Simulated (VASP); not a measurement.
Data:

```
GaP
1.0
    3.16007     0.00000     0.00000
    0.00000     3.16007     0.00000
    0.00000     0.00000     3.16007
Ga P
1 1
Direct
  0.00000   0.00000   0.00000
  0.50000   0.50000   0.50000
```

The numbers are results of PBEsol GGA, VASP's PBE PAW potentials (set 64) (plane waves; VASP 6.6.1), not measurements. Run with 500 eV cut-off, 12×12×12 Γ-centred mesh, first-order Methfessel-Paxton smearing of 0.10 eV, potentials Ga_d P.

Q: What does the run give for the energy per atom (σ→0), band gap (on the k-mesh) with the smallest direct gap where there is one?

A: 
- band gap (on the k-mesh): none (metal, semimetal or under 0.01 eV)
- energy per atom (σ→0): -4.283 eV/atom

The structure was generated: GaP was put into the CsCl type type (Pm-3m), which need not be its known phase. It was relaxed first, which changed the volume by +20 %. VASP warned that the highest band is occupied, so more bands are needed.
